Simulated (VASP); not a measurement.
# CeIr₅ (space group P6/mmm): computed properties

Method: LDA (Ceperley-Alder, Perdew-Zunger), VASP's LDA PAW potentials (set 64) (plane waves; VASP).

```
Item                                                                                     Result
----------------------------------  -----------------------------------------------------------
space group                                                                        P6/mmm (191)
cell                                a = b = 5.2196 Å, c = 4.2926 Å, α = β = 90.00°, γ = 120.00°
volume per atom                                                                   16.88 Å³/atom
band gap (over mesh and band path)                     none (metal, semimetal or under 0.01 eV)
cell moment                                                                             0.00 μB
density                                                                             18.05 g/cm³
```

```
CeIr5
1.0
    5.21956     0.00000     0.00000
   -2.60978     4.52028     0.00000
    0.00000     0.00000     4.29264
Ir Ce
5 1
Direct
  0.33333   0.66667   0.00000
  0.66667   0.33333   0.00000
  0.50000   0.00000   0.50000
  0.50000   0.50000   0.50000
  0.00000   0.50000   0.50000
  0.00000   0.00000   0.00000
```

Unless said otherwise, spin-orbit coupling is left out, though it shifts the bands of the heavy elements here.

The structure comes from a measured CeIr5 entry (P6/mmm) of the Crystallography Open Database, whose conditions weren't checked. It was relaxed first. Symmetry was kept, so distortions that lower it aren't found.
